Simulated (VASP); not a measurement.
# CoO (Fm-3m) in VASP: a series of runs, part 2 of 2

VASP 6.6.1. The steps go on from the part before.

**3. Relaxation of cell and atoms, PBE, collinear spin, ferromagnetic start**

The input, INCAR:

```
ALGO = Normal
AMIX = 0.2
AMIX_MAG = 0.8
BMIX = 1E-4
BMIX_MAG = 1E-4
EDIFF = 1E-6
EDIFFG = -0.01
ENCUT = 600
GGA = PE
IBRION = 2
ISIF = 3
ISMEAR = 0
ISPIN = 2
LASPH = True
LCHARG = False
LMAXMIX = 4
LORBIT = 11
LREAL = False
LWAVE = False
MAGMOM = 3 0
NELM = 150
NSW = 90
PREC = Accurate
SIGMA = 0.03
```

The input, KPOINTS:

```
k-points
0
Gamma
  12 12 12
```

The input, POSCAR:

```
CoO
1.0
    0.0000000000      2.1315000000      2.1315000000
    2.1315000000      0.0000000000      2.1315000000
    2.1315000000      2.1315000000      0.0000000000
Co O
1 1
Direct
    0.0000000000      0.0000000000      0.0000000000
    0.5000000000      0.5000000000      0.5000000000
```

Potentials or basis: VASP PAW PBE potentials, release 64 (Co, O).

Launch:

```sh
$ cat potpaw_PBE.64/Co/POTCAR potpaw_PBE.64/O/POTCAR > POTCAR
$ mpirun -np 1 vasp_std > vasp.out
```

Wall time 32 s (1 thread of Intel Xeon 6975P-C (Granite Rapids), shared host); peak memory 0.18 GiB.

The run converged. Its results:

| Quantity | Value |
| --- | --- |
| Free energy | -13.0498 eV |
| Relaxed volume | 9.54 Å³/atom |
| Relaxed cell | a = 2.999 Å, b = 2.999 Å, c = 2.999 Å, α = 60.00°, β = 60.00°, γ = 60.00° |
| Space group after relaxing (to 0.05 Å) | Fm-3m (No. 225) |
| Energy gained by relaxing | 1.1 meV/atom |
| Ionic steps | 3 |
| Pressure after relaxing | 0.0 GPa |
| Band gap on the k mesh | none (metal or under the smearing width) |
| Net moment | 2.91 μB per cell |
| Site moments | Co +2.56; O +0.30 μB |
| Valence electrons inside the program's atomic spheres | Co 7.81; O 4.99 |

Step by step:
```
step  energy change (eV)  largest force (eV/Å)  pressure (GPa)  volume (Å³)
   1              0.0000                0.0000           -2.47        19.37
   2             -0.0018                0.0000            1.13        18.95
   3             -0.0022                0.0000           -0.03        19.08
```

Final structure:
```yaml
crystal:
  lattice:
    - [0.00000, 2.12080, 2.12080]
    - [2.12080, 0.00000, 2.12080]
    - [2.12080, 2.12080, 0.00000]
  atoms:
    - { symbol: Co, position: [0.00000, 0.00000, 0.00000] }
    - { symbol: O, position: [0.50000, 0.50000, 0.50000] }
```

Levels at points of the mesh, in eV from the Fermi level:
Spin up:
```tsv
k point	band 5	band 6	band 7	band 8	band 9	band 10	band 11	band 12	band 13
(0.00, 0.00, 0.00)	-3.17	-3.17	-3.09	-3.09	-3.09	1.07	16.90	18.24	18.24
(0.50, 0.00, 0.00)	-2.35	-2.35	-1.80	0.13	0.13	5.11	9.46	13.53	13.53
(0.50, 0.50, 0.00)	-3.96	-2.92	-2.40	-2.07	-2.07	5.96	9.91	11.74	15.90
```
Spin down:
```tsv
k point	band 2	band 3	band 4	band 5	band 6	band 7	band 8	band 9	band 10	band 11
(0.00, 0.00, 0.00)	-2.60	-2.60	-2.60	-1.12	-1.12	-1.12	0.05	0.05	1.61	16.81
(0.50, 0.00, 0.00)	-7.67	-4.70	-4.70	-0.13	-0.13	0.18	2.74	2.74	5.39	10.25
(0.50, 0.50, 0.00)	-6.47	-3.87	-3.87	-2.27	0.13	0.13	0.53	1.01	6.81	10.37
```

Caveat: a cell with one magnetic atom can't hold antiferromagnetic order, which such compounds often take; semilocal functionals often make such compounds metallic where correlation or magnetic order opens a gap, which also shifts bond lengths. With open d or f shells a metallic result of PBE can be an artefact of self-interaction; +U or a hybrid may open a gap.

**4. Relaxation of cell and atoms, PBE, collinear spin, ferromagnetic start**

This run uses another cell than the first one, of 9.54 Å³/atom, 0.985 times its volume.

INCAR: that of step 3 with these lines changed.

```diff
@@ -5,4 +5,4 @@
 BMIX_MAG = 1E-4
-EDIFF = 1E-6
-EDIFFG = -0.01
+EDIFF = 1E-7
+EDIFFG = -0.005
 ENCUT = 600
```

KPOINTS is that of step 3.

The input, POSCAR:

```
CoO                                     
1.0
   -0.0000000000      2.1208049125      2.1208049125
    2.1208049125      0.0000000000      2.1208049125
    2.1208049125      2.1208049125     -0.0000000000
  Co              O             
     1     1
Direct
     0.0000000000000000    0.0000000000000000    0.0000000000000000
     0.5000000000000000    0.5000000000000000    0.5000000000000000
```

Potentials or basis: VASP PAW PBE potentials, release 64 (Co, O).

Launch:

```sh
$ cat potpaw_PBE.64/Co/POTCAR potpaw_PBE.64/O/POTCAR > POTCAR
$ mpirun -np 1 vasp_std > vasp.out
```

OUTCAR:

```text
AMIX = 0.2
   AMIX_MAG = 0.8
   EDIFF = 1E-7
   EDIFFG = -0.005
   ENCUT = 600
   GGA = PE
   IBRION = 2
   ISIF = 3
   ISMEAR = 0
   ISPIN = 2
   LASPH = True
   LORBIT = 11
   LREAL = False
   NELM = 150
   NSW = 90
   PREC = Accurate

 ion  position               nearest neighbor table
   1  0.000  0.000  0.000-   2 2.12   2 2.12   2 2.12   2 2.12   2 2.12   2 2.12
   2  0.500  0.500  0.500-   1 2.12   1 2.12   1 2.12   1 2.12   1 2.12   1 2.12

  LATTYP: Found a face centered cubic cell.
 ALAT       =     4.2416098250

  Lattice vectors:

 A1 = (   0.0000000000,   2.1208049125,   2.1208049125)
 A2 = (   2.1208049125,   0.0000000000,   2.1208049125)
 A3 = (   2.1208049125,   2.1208049125,   0.0000000000)

Analysis of symmetry for initial positions (statically):
=====================================================================
 Subroutine PRICEL returns:
[... 962 lines left out ...]
      9      10.6428      0.00000
     10      15.0373      0.00000
     11      18.0522      0.00000
     12      20.3454      0.00000
     13      22.8121      0.00000

 [... further k-points ...]

------------------------ aborting loop because EDIFF is reached ----------------------------------------

  FORCE on cell =-STRESS in cart. coord.  units (eV):
  Direction    XX          YY          ZZ          XY          YZ          ZX
  --------------------------------------------------------------------------------------
  -------------------------------------------------------------------------------------
  Total        0.0005371      0.0005371      0.0005371      0.0000000      0.0000000      0.0000000
  in kB        0.0451049      0.0451049      0.0451049      0.0000000      0.0000000      0.0000000
  external PRESSURE =       0.0451049 kB  Pullay stress =       0.0000000 kB

 VOLUME and BASIS-vectors are now :
 -----------------------------------------------------------------------------
  energy-cutoff  :      600.00
  volume of cell :       19.08
      direct lattice vectors                 reciprocal lattice vectors
     0.000000000  2.120804913  2.120804913    -0.235759544  0.235759544  0.235759544
     2.120804913  0.000000000  2.120804913     0.235759544 -0.235759544  0.235759544
     2.120804913  2.120804913  0.000000000     0.235759544  0.235759544 -0.235759544

 POSITION                                       TOTAL-FORCE (eV/Angst)
 -----------------------------------------------------------------------------------
      0.00000      0.00000      0.00000         0.000000      0.000000      0.000000
      2.12080      2.12080      2.12080        -0.000000     -0.000000     -0.000000
 -----------------------------------------------------------------------------------
    total drift:                                0.000000     -0.000000     -0.000000

  FREE ENERGIE OF THE ION-ELECTRON SYSTEM (eV)
  ---------------------------------------------------
  free  energy   TOTEN  =       -13.0491225202 eV

  energy  without entropy=      -13.0474256220  energy(sigma->0) =      -13.04827407

 reached required accuracy - stopping structural energy minimisation

 total charge

# of ion       s       p       d       tot
------------------------------------------
    1        0.297   0.365   7.151   7.813
    2        1.553   3.432   0.000   4.985
--------------------------------------------------
tot          1.850   3.797   7.151  12.798

 magnetization (x)

# of ion       s       p       d       tot
------------------------------------------
    1        0.021   0.018   2.518   2.557
    2        0.029   0.272   0.000   0.301
--------------------------------------------------
tot          0.050   0.290   2.518   2.858
```

CONTCAR:

```text
CoO
   1.00000000000000
     0.0000000000000000    2.1208049125000001    2.1208049125000001
     2.1208049125000001    0.0000000000000000    2.1208049125000001
     2.1208049125000001    2.1208049125000001    0.0000000000000000
  Co              O
     1     1
Direct
     0.0000000000000000    0.0000000000000000    0.0000000000000000
     0.5000000000000000    0.5000000000000000    0.5000000000000000

  0.00000000E+00  0.00000000E+00  0.00000000E+00
  0.00000000E+00  0.00000000E+00  0.00000000E+00
```

Run time: 17 s. Hardware: 1 thread of Intel Xeon 6975P-C (Granite Rapids), shared host; peak memory 0.18 GiB.

What came out:

- Free energy: -13.0491 eV
- Pressure after relaxing: 0.0 GPa
- Band gap on the k mesh: none (metal or under the smearing width)
- Net moment: 2.91 μB per cell
- Site moments: Co +2.56; O +0.30 μB
- Valence electrons inside the program's atomic spheres: Co 7.81; O 4.99

Final structure:
```cif
data_structure
_symmetry_space_group_name_H-M 'P 1'
_symmetry_Int_Tables_number 1
_cell_length_a 2.9993
_cell_length_b 2.9993
_cell_length_c 2.9993
_cell_angle_alpha 60.000
_cell_angle_beta 60.000
_cell_angle_gamma 60.000
_cell_volume 19.08
loop_
_atom_site_label
_atom_site_type_symbol
_atom_site_fract_x
_atom_site_fract_y
_atom_site_fract_z
_atom_site_occupancy
Co1 Co 0.00000 0.00000 0.00000 1
O1 O 0.50000 0.50000 0.50000 1
```

Caveat: the relaxation stopped at its first step, so nothing moved; a cell with one magnetic atom can't hold antiferromagnetic order, which such compounds often take; semilocal functionals often make such compounds metallic where correlation or magnetic order opens a gap, which also shifts bond lengths.
